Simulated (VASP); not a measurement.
Output of a VASP run:

**OSZICAR**
```
       N       E                     dE             d eps       ncg     rms          rms(c)
DAV:   1     0.474271146959E+02    0.47427E+02   -0.87563E+03  3438   0.150E+03
DAV:   2    -0.639902434903E+01   -0.53826E+02   -0.52480E+02  3400   0.726E+02
DAV:   3    -0.880194174370E+01   -0.24029E+01   -0.23033E+01  3499   0.681E+01
DAV:   4    -0.891221790481E+01   -0.11028E+00   -0.10327E+00  3734   0.108E+01
DAV:   5    -0.891553767946E+01   -0.33198E-02   -0.33154E-02  3298   0.196E+00    0.251E+01
DAV:   6    -0.890146285004E+01    0.14075E-01   -0.36178E-02  3322   0.429E+00    0.149E+01
DAV:   7    -0.890740078844E+01   -0.59379E-02   -0.67689E-02  3234   0.573E+00    0.374E-01
DAV:   8    -0.890726712004E+01    0.13367E-03   -0.47993E-03  3265   0.105E+00    0.962E-02
DAV:   9    -0.890727881396E+01   -0.11694E-04   -0.20947E-04  3422   0.228E-01    0.304E-02
DAV:  10    -0.890727425272E+01    0.45612E-05   -0.22786E-05  3400   0.777E-02    0.356E-02
DAV:  11    -0.890727479276E+01   -0.54004E-06   -0.16066E-06  3312   0.182E-02    0.275E-03
DAV:  12    -0.890727498339E+01   -0.19063E-06   -0.73001E-08  1911   0.686E-03    0.152E-03
DAV:  13    -0.890727496850E+01    0.14887E-07   -0.24044E-08  1768   0.923E-03
   1 F= -.95308665E+01 E0= -.95307944E+01  d E =-.953087E+01
       N       E                     dE             d eps       ncg     rms          rms(c)
DAV:   1    -0.890730785250E+01   -0.32869E-04   -0.33653E-03  3118   0.822E-01    0.447E-02
DAV:   2    -0.890726198197E+01    0.45871E-04   -0.10332E-04  3350   0.158E-01    0.256E-02
DAV:   3    -0.890723877955E+01    0.23202E-04   -0.25469E-05  3811   0.657E-02    0.144E-02
DAV:   4    -0.890723874308E+01    0.36461E-07   -0.32874E-06  3165   0.166E-02    0.537E-03
DAV:   5    -0.890723873264E+01    0.10440E-07   -0.91860E-08  1686   0.673E-03
   2 F= -.95309006E+01 E0= -.95308264E+01  d E =-.341256E-04
```

**OUTCAR**
```
------------------------ aborting loop because EDIFF is reached ----------------------------------------
 Edisp (eV)   -0.62366
  FORCE on cell =-STRESS in cart. coord.  units (eV):
  Direction    XX          YY          ZZ          XY          YZ          ZX
  --------------------------------------------------------------------------------------
  Total      -0.88657    -0.88657    -0.91151     0.00000     0.00000    -0.00000
  in kB     -23.92489   -23.92489   -24.59779     0.00000     0.00000    -0.00000
  external pressure =      -24.15 kB  Pullay stress =        0.00 kB
  volume of cell :       59.37
      direct lattice vectors                 reciprocal lattice vectors
     1.767180411 -3.060846340  0.000000000     0.282936590 -0.163353512  0.000000000
     1.767180411  3.060846340  0.000000000     0.282936590  0.163353512  0.000000000
    -0.000000000  0.000000000  5.488107348     0.000000000  0.000000000  0.182212179
 POSITION                                       TOTAL-FORCE (eV/Angst)
 -----------------------------------------------------------------------------------
      1.76718      1.02028      1.37203         0.000000      0.000000      0.000000
      1.76718     -1.02028      4.11608        -0.000000     -0.000000      0.000000
 -----------------------------------------------------------------------------------
    total drift:                               -0.000001      0.000071     -0.000012
  FREE ENERGIE OF THE ION-ELECTRON SYSTEM (eV)
  ---------------------------------------------------
  free  energy   TOTEN  =        -9.5309006109 eV

  energy  without entropy=       -9.5306778799  energy(sigma->0) =       -9.53082637

 reached required accuracy - stopping structural energy minimisation
```
(Selected blocks of OUTCAR.)

### POSCAR
```
Lu
1
    1.7664005459    -3.0594955778     0.0000000000
    1.7664005459     3.0594955778     0.0000000000
    0.0000000000     0.0000000000     5.4929544060
Lu
2
Direct
  0.3333330000   0.6666670000   0.2500000000
  0.6666670000   0.3333330000   0.7500000000
```

**Question.** Write an INCAR and KPOINTS that could have produced this output.

**Answer.** One answer among several that fit: the input of the run itself, PBE GGA with D3 dispersion (zero damping), plane waves, VASP's PBE PAW potentials (set 64).

**KPOINTS**
```
K-points
0
gamma
  12 12 7
```

### INCAR
```
SYSTEM = Lu
PREC = Accurate
ENCUT = 520
EDIFF = 1E-7
NELM = 100
ALGO = Normal
LREAL = .FALSE.
LASPH = .TRUE.
ISMEAR = 1
SIGMA = 0.1
GGA = PE
IVDW = 11
LMAXMIX = 6
LWAVE = .FALSE.
LCHARG = .FALSE.
ISIF = 4
IBRION = 2
NSW = 30
EDIFFG = -0.01
```

POTCAR, in this order: Lu_3 (PBE.64 set). Program: vasp_std.

The compound is Lu in the hcp structure. This cell is one point of a volume scan, at 1.06 of the reference volume. Symmetry was kept, so distortions that lower it aren't found.
